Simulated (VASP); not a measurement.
Method: PBE GGA, VASP's PBE PAW potentials (set 64) (plane waves; VASP 6.6.1).

A VASP calculation is set up with these files.

### KPOINTS
```
Automatic
0
gamma
14 14 6
```

File POSCAR:
```
Cd
1.0
  1.4965650878  -2.5921270691   0.0000000000
  1.4965650878   2.5921270691   0.0000000000
  0.0000000000   0.0000000000   5.8510063633
Cd
2
Cart
  1.4965650878   0.8640440845   1.4627515908
  1.4965650878  -0.8640440845   4.3882547725
```

INCAR:
```
! general
SYSTEM   =  Cd
PREC     =  Accurate
ENCUT    =  500
LREAL    =  .FALSE.   ! projection in real space or not
LASPH    =  .TRUE.

! electronic loop
EDIFF    =  1E-6   ! SCF stop (eV)
NELM     =  100   ! most electronic steps
ALGO     =  Normal
LMAXMIX  =  4   ! l cut-off of mixed one-centre charges

! smearing
ISMEAR   =  1
SIGMA    =  0.1   ! width (eV)

! functional
GGA      =  PE

! ions
IBRION   =  2   ! conjugate gradients
NSW      =  40   ! most ionic steps
ISIF     =  3
EDIFFG   =  -0.02   ! ionic stop

! output
LWAVE    =  .FALSE.
LCHARG   =  .FALSE.
```

POTCAR, in this order: Cd (PBE.64 set). Program: vasp_std.

Output

OSZICAR:
```
       N       E                     dE             d eps       ncg     rms          rms(c)
DAV:   1     0.162547482194E+03    0.16255E+03   -0.13023E+04  3080   0.145E+03
DAV:   2     0.182808638097E+01   -0.16072E+03   -0.15736E+03  3120   0.366E+02
DAV:   3    -0.156692705573E+01   -0.33950E+01   -0.33915E+01  3936   0.635E+01
DAV:   4    -0.157100780045E+01   -0.40807E-02   -0.40807E-02  3488   0.192E+00
DAV:   5    -0.157101986626E+01   -0.12066E-04   -0.12066E-04  3864   0.970E-02    0.408E+00
DAV:   6    -0.148176321637E+01    0.89257E-01   -0.27312E-01  3264   0.666E+00    0.329E+00
DAV:   7    -0.147832037540E+01    0.34428E-02   -0.28373E-02  3440   0.172E+00    0.161E+00
DAV:   8    -0.147887183709E+01   -0.55146E-03   -0.34121E-03  3328   0.817E-01    0.893E-02
DAV:   9    -0.147892044224E+01   -0.48605E-04   -0.35905E-05  3952   0.700E-02    0.350E-02
DAV:  10    -0.147896047771E+01   -0.40035E-04   -0.36793E-05  3376   0.687E-02    0.397E-03
DAV:  11    -0.147896039717E+01    0.80538E-07   -0.27907E-08  2272   0.166E-03
   1 F= -.14789604E+01 E0= -.14789518E+01  d E =-.147896E+01
       N       E                     dE             d eps       ncg     rms          rms(c)
DAV:   1    -0.163107343906E+01   -0.15211E+00   -0.29983E+00  3080   0.229E+01    0.301E+00
DAV:   2    -0.149426705379E+01    0.13681E+00   -0.37459E-01  3104   0.825E+00    0.902E-01
DAV:   3    -0.148487218134E+01    0.93949E-02   -0.18358E-02  3384   0.157E+00    0.766E-01
DAV:   4    -0.148254702767E+01    0.23252E-02   -0.17229E-03  3408   0.325E-01    0.823E-02
DAV:   5    -0.148252879501E+01    0.18233E-04   -0.61571E-05  3576   0.750E-02    0.379E-02
DAV:   6    -0.148253665262E+01   -0.78576E-05   -0.30227E-05  3808   0.603E-02    0.198E-02
DAV:   7    -0.148253476940E+01    0.18832E-05   -0.45515E-06  3232   0.279E-02    0.270E-03
DAV:   8    -0.148253481211E+01   -0.42708E-07   -0.21998E-08  1616   0.132E-03
   2 F= -.14825348E+01 E0= -.14825826E+01  d E =-.357441E-02
       N       E                     dE             d eps       ncg     rms          rms(c)
DAV:   1    -0.148381870865E+01   -0.12839E-02   -0.25129E-02  3080   0.207E+00    0.263E-01
DAV:   2    -0.148265922664E+01    0.11595E-02   -0.33135E-03  3112   0.775E-01    0.770E-02
DAV:   3    -0.148258245755E+01    0.76769E-04   -0.15374E-04  3408   0.140E-01    0.643E-02
DAV:   4    -0.148255720931E+01    0.25248E-04   -0.15206E-05  3360   0.302E-02    0.510E-03
DAV:   5    -0.148255701352E+01    0.19579E-06   -0.37252E-07  1896   0.650E-03
   3 F= -.14825570E+01 E0= -.14826157E+01  d E =-.359662E-02
       N       E                     dE             d eps       ncg     rms          rms(c)
DAV:   1    -0.148748016205E+01   -0.49230E-02   -0.10017E-01  3080   0.414E+00    0.528E-01
DAV:   2    -0.148284209155E+01    0.46381E-02   -0.13162E-02  3104   0.154E+00    0.155E-01
DAV:   3    -0.148253884205E+01    0.30325E-03   -0.61430E-04  3368   0.280E-01    0.130E-01
DAV:   4    -0.148245331800E+01    0.85524E-04   -0.61001E-05  3352   0.603E-02    0.105E-02
DAV:   5    -0.148245283015E+01    0.48784E-06   -0.15407E-06  2736   0.130E-02
   4 F= -.14824528E+01 E0= -.14825357E+01  d E =-.349243E-02
       N       E                     dE             d eps       ncg     rms          rms(c)
DAV:   1    -0.148558791676E+01   -0.31346E-02   -0.60676E-02  3080   0.321E+00    0.406E-01
DAV:   2    -0.148274987125E+01    0.28380E-02   -0.80922E-03  3096   0.121E+00    0.116E-01
DAV:   3    -0.148257854643E+01    0.17132E-03   -0.36970E-04  3344   0.215E-01    0.966E-02
DAV:   4    -0.148255022664E+01    0.28320E-04   -0.36431E-05  3368   0.468E-02    0.765E-03
DAV:   5    -0.148255036236E+01   -0.13572E-06   -0.84785E-07  2360   0.101E-02
   5 F= -.14825504E+01 E0= -.14826144E+01  d E =-.358997E-02
       N       E                     dE             d eps       ncg     rms          rms(c)
DAV:   1    -0.148683497514E+01   -0.42847E-02   -0.16112E-01  3248   0.377E+00    0.342E-01
DAV:   2    -0.148402475447E+01    0.28102E-02   -0.33981E-03  3336   0.788E-01    0.167E-01
DAV:   3    -0.148306928685E+01    0.95547E-03   -0.10132E-03  3272   0.303E-01    0.794E-02
DAV:   4    -0.148294076918E+01    0.12852E-03   -0.25893E-04  3456   0.156E-01    0.290E-02
DAV:   5    -0.148294074874E+01    0.20440E-07   -0.20455E-05  3496   0.538E-02    0.121E-02
DAV:   6    -0.148293973885E+01    0.10099E-05   -0.19667E-06  1704   0.182E-02    0.386E-03
DAV:   7    -0.148293953026E+01    0.20860E-06   -0.29631E-07  1640   0.593E-03
   6 F= -.14829395E+01 E0= -.14828926E+01  d E =-.389168E-03
       N       E                     dE             d eps       ncg     rms          rms(c)
DAV:   1    -0.148403519177E+01   -0.10955E-02   -0.42360E-02  3232   0.193E+00    0.174E-01
DAV:   2    -0.148329619845E+01    0.73899E-03   -0.88648E-04  3336   0.401E-01    0.855E-02
DAV:   3    -0.148304466128E+01    0.25154E-03   -0.26877E-04  3264   0.156E-01    0.404E-02
DAV:   4    -0.148301113365E+01    0.33528E-04   -0.66694E-05  3464   0.793E-02    0.149E-02
DAV:   5    -0.148301112259E+01    0.11059E-07   -0.53105E-06  3320   0.276E-02
   7 F= -.14830111E+01 E0= -.14829092E+01  d E =-.460760E-03
       N       E                     dE             d eps       ncg     rms          rms(c)
DAV:   1    -0.148639918398E+01   -0.33881E-02   -0.66980E-02  3072   0.338E+00    0.428E-01
DAV:   2    -0.148322328683E+01    0.31759E-02   -0.90330E-03  3096   0.128E+00    0.124E-01
DAV:   3    -0.148303107226E+01    0.19221E-03   -0.41282E-04  3352   0.228E-01    0.103E-01
DAV:   4    -0.148299882087E+01    0.32251E-04   -0.41526E-05  3232   0.496E-02    0.766E-03
DAV:   5    -0.148299903024E+01   -0.20937E-06   -0.10856E-06  2576   0.111E-02
   8 F= -.14829990E+01 E0= -.14828722E+01  d E =0.120923E-04
```

File OUTCAR:
```
------------------------ aborting loop because EDIFF is reached ----------------------------------------
  FORCE on cell =-STRESS in cart. coord.  units (eV):
  Direction    XX          YY          ZZ          XY          YZ          ZX
  --------------------------------------------------------------------------------------
  Total        0.0123053      0.0123053      0.0100101      0.0000000      0.0000000      0.0000000
  in kB        0.4241273      0.4241274      0.3450176      0.0000000      0.0000000      0.0000000
  external PRESSURE =       0.3977575 kB  Pullay stress =       0.0000000 kB
  volume of cell :       46.48
      direct lattice vectors                 reciprocal lattice vectors
     1.503808222 -2.604672549 -0.000000000     0.332489205 -0.191962710 -0.000000000
     1.503808222  2.604672549  0.000000000     0.332489205  0.191962710 -0.000000000
     0.000000000 -0.000000000  5.933788594    -0.000000000 -0.000000000  0.168526395
 POSITION                                       TOTAL-FORCE (eV/Angst)
 -----------------------------------------------------------------------------------
      1.50381      0.86823      1.48345        -0.000000     -0.000000     -0.000000
      1.50381     -0.86823      4.45034         0.000000      0.000000      0.000000
 -----------------------------------------------------------------------------------
    total drift:                               -0.000000      0.000205      0.000001
  FREE ENERGIE OF THE ION-ELECTRON SYSTEM (eV)
  ---------------------------------------------------
  free  energy   TOTEN  =        -1.4829990302 eV

  energy  without entropy=       -1.4826184912  energy(sigma->0) =       -1.48287218

 reached required accuracy - stopping structural energy minimisation
```
(Selected blocks of OUTCAR.)

**CONTCAR**
```
Cd
   1.00000000000000
     1.5038082217424071   -2.6046725494002114   -0.0000000000000000
     1.5038082217424071    2.6046725494002114    0.0000000000000000
     0.0000000000000000   -0.0000000000000000    5.9337885936682468
  Cd
     2
Direct
     0.3333330000000032    0.6666669999999968    0.2500000000000000
     0.6666669999999968    0.3333330000000032    0.7500000000000000
```

OUTCAR:
```
 val. band max:        2.5286856225   @ k =   0.5000   0.0000   0.5000

 cond. band min:       2.5346130982   @ k =   0.3571   0.2143   0.0000


 Fermi energy:         2.5328062436

 k-point     1 :       0.0000    0.0000    0.0000
  band No.  band energies     occupation
      1      -7.2051      2.00000
      2      -7.0335      2.00000
      3      -6.6539      2.00000
      4      -6.6539      2.00000
      5      -6.6202      2.00000
      6      -6.6202      2.00000
      7      -6.1347      2.00000
      8      -6.1347      2.00000
      9      -5.9666      2.00000
     10      -5.9666      2.00000
     11      -5.8845      2.00000
     12      -1.0506      2.00000
     13      -0.3732      2.00000
     14      11.4869      0.00000
     15      15.5940      0.00000
     16      17.0033      0.00000

 k-point     2 :       0.0714    0.0000    0.0000
  band No.  band energies     occupation
      1      -7.1550      2.00000
      2      -6.9888      2.00000
      3      -6.6717      2.00000
      4      -6.6372      2.00000
      5      -6.6096      2.00000
      6      -6.5771      2.00000
      7      -6.1710      2.00000
      8      -6.1483      2.00000
      9      -6.0249      2.00000
     10      -5.9675      2.00000
     11      -5.7758      2.00000
     12      -0.9729      2.00000
     13      -0.1891      2.00000
     14      11.6468      0.00000
     15      15.1933      0.00000
     16      15.6216      0.00000

 k-point     3 :       0.1429    0.0000    0.0000
  band No.  band energies     occupation
      1      -7.0502      2.00000
      2      -6.9006      2.00000
      3      -6.7145      2.00000
      4      -6.6451      2.00000
      5      -6.4836      2.00000
      6      -6.4543      2.00000
      7      -6.2873      2.00000
      8      -6.1846      2.00000
      9      -6.1579      2.00000
     10      -5.9722      2.00000
     11      -5.4184      2.00000
     12      -0.7259      2.00000
     13       0.3346      2.00000
...
```

Energy and stress use the plane-wave basis of the starting cell.

The compound is Cd in the hcp structure. This run relaxes it. Symmetry was kept, so distortions that lower it aren't found.
